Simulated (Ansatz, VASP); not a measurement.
This is a calculation of NaLa for Ansatz 0.2.0.

The input input.yaml:

```yaml
crystal:
  lattice:
    - [3.676979526, 0.0, 0.0]
    - [-1.838489763, 3.1843576786, 0.0]
    - [0.0, 0.0, 6.610947265]
  atoms:
    - { symbol: La, position: [0.0, 0.0, 0.5] }
    - { symbol: Na, position: [0.6666666667, 0.3333333333, 0.0] }
kpoints:
  mp_grid: { grid: [9, 9, 4] }
scf:
  occupations: { method: gaussian, width: 0.05 }
hamiltonian:
  xc: lda
  pseudopotentials: { kind: all_electron, lapw: { basis_error: 0.001 } }
output:
  forces: true
  stress: true
  eigenvalues: true
```

Potentials or basis: all-electron LAPW, scalar-relativistic.

Run with:

```sh
$ ansatz run input.yaml --threads 2 --pin off --max-ram 6144MiB --backend cpu --events-out ev --progress --plain --runs-dir out
```

Q: Translate it to VASP 6.6.1. Potentials there: VASP PAW LDA potentials, release 64 (La, Na_pv).

A: As run (the cutoff follows the program's own potentials):

The input INCAR:

```
PREC = Accurate
ENCUT = 520
EDIFF = 1E-6
ISMEAR = 0
SIGMA = 0.05
LREAL = F
LASPH = T
NELM = 80
ALGO = Fast
ISIF = 2
LWAVE = F
LCHARG = F
NBANDS = 16
```

File KPOINTS:

```
Automatic mesh
0
Gamma
  9 9 4
```

POSCAR

```
NaLa
1.0
    3.6769795260      0.0000000000      0.0000000000
   -1.8384897630      3.1843576786      0.0000000000
    0.0000000000      0.0000000000      6.6109472650
La Na
1 1
Direct
    0.0000000000      0.0000000000      0.5000000000
    0.6666666667      0.3333333333      0.0000000000
```

Potentials or basis: VASP PAW LDA potentials, release 64 (La, Na_pv).

Launch:

```bash
$ cat potpaw_LDA.64/La/POTCAR potpaw_LDA.64/Na_pv/POTCAR > POTCAR
$ mpirun -np 1 vasp_std > vasp.out
```

Both were run:

|  | VASP | Ansatz | Ansatz less VASP |
| --- | --- | --- | --- |
| gap on the k mesh at the Fermi level (eV) | none | none | - |
| pressure (GPa) | -2.8 | -2.7 | +0.05 |
| largest component of the traceless stress (GPa) | 0.58 | 0.57 | -0.010 |

A gap of «none» marks a metal or a gap that the smearing closes. Ansatz ran all-electron here, so the differences hold the error of VASP's frozen core and of both bases.

Spin-orbit coupling is left out, which matters for the levels of La.
